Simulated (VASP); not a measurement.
Here is the system:

```yaml
crystal:
  lattice:
    - [0.00000, 2.14753, 2.14753]
    - [2.14753, 0.00000, 2.14753]
    - [2.14753, 2.14753, 0.00000]
  atoms:
    - { symbol: Ti, position: [0.00000, 0.00000, 0.00000] }
    - { symbol: C, position: [0.51746, 0.51746, 0.48254] }
```

All values below come from PBEsol GGA, VASP's PBE PAW potentials (set 64) (plane waves; VASP). Settings: 600 eV cut-off, 14×14×14 Γ-centred mesh, first-order Methfessel-Paxton smearing of 0.10 eV, potentials Ti_sv C.

Question: Give the force on each atom (eV/Å).

Answer: 
| atom | Fx | Fy | Fz |
|---|---|---|---|
| Ti1 | 0.000 | 0.000 | 0.748 |
| C2 | 0.000 | 0.000 | -0.748 |

Question: Give the stress tensor in GPa (positive for a compressed cell).

Answer: 
```
-0.04   0.00   0.00
 0.00  -0.04   0.00
 0.00   0.00   1.66
```
The pressure is its mean diagonal, 0.52 GPa.

The compound is TiC in the rock salt structure. This cell was strained or had an atom moved on purpose.
